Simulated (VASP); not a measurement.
```
CELL_PARAMETERS angstrom
      6.06161     0.00000     0.00000
      0.00000     6.06161     0.00000
      0.00000     0.00000     6.06161
ATOMIC_POSITIONS crystal
  Cs 0.00000 0.00000 0.00000
  Pb 0.50000 0.50000 0.50000
  Br 0.50000 0.00000 0.50000
  Br 0.00000 0.50000 0.50000
  Br 0.50000 0.50000 0.00000
```

All values below come from r2SCAN meta-GGA, VASP's PBE PAW potentials (set 64) (plane waves; VASP). Numerical set-up: 520 eV cut-off, 4×4×4 Γ-centred mesh, Gaussian smearing of 0.050 eV, potentials Cs_sv Pb_d Br.

**Question.** Give the stress tensor in GPa (positive for a compressed cell).

**Answer.** 
```
-1.08   0.00   0.00
 0.00  -1.08   0.00
 0.00   0.00  -1.08
```
The pressure is its mean diagonal, -1.08 GPa.

The compound is CsPbBr3 in the cubic perovskite structure, the ideal cubic form; the compound distorts at low or room temperature. This cell is one point of a volume scan, at 1.06 of the reference volume.
